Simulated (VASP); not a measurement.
Consider the following.

```
CELL_PARAMETERS angstrom
      2.81883     0.00000     0.00000
      0.00000     2.81883     0.00000
      0.00000     0.00000     2.81883
ATOMIC_POSITIONS crystal
  Al 0.50000 0.50000 0.50000
  Co 0.00000 0.00000 0.00000
```

The numbers are results of PBE GGA with D3 dispersion (Becke-Johnson damping), VASP's PBE PAW potentials (set 64) (plane waves; VASP), not measurements. Run with 520 eV cut-off, 14×14×14 Γ-centred mesh, tetrahedra with Blöchl corrections, potentials Al Co.

### Question
Estimate the energy per atom (σ→0), band gap (on the k-mesh) with the smallest direct gap where there is one.

### Answer

```yaml
band gap (on the k-mesh): none (metal, semimetal or under 0.01 eV)
energy per atom (σ→0): -6436 meV/atom
```

Only differences to runs with the same potentials and settings are physical.

The compound is CoAl in the CsCl type structure. It was relaxed first. The run is not spin-polarised, so no magnetic state was tried.
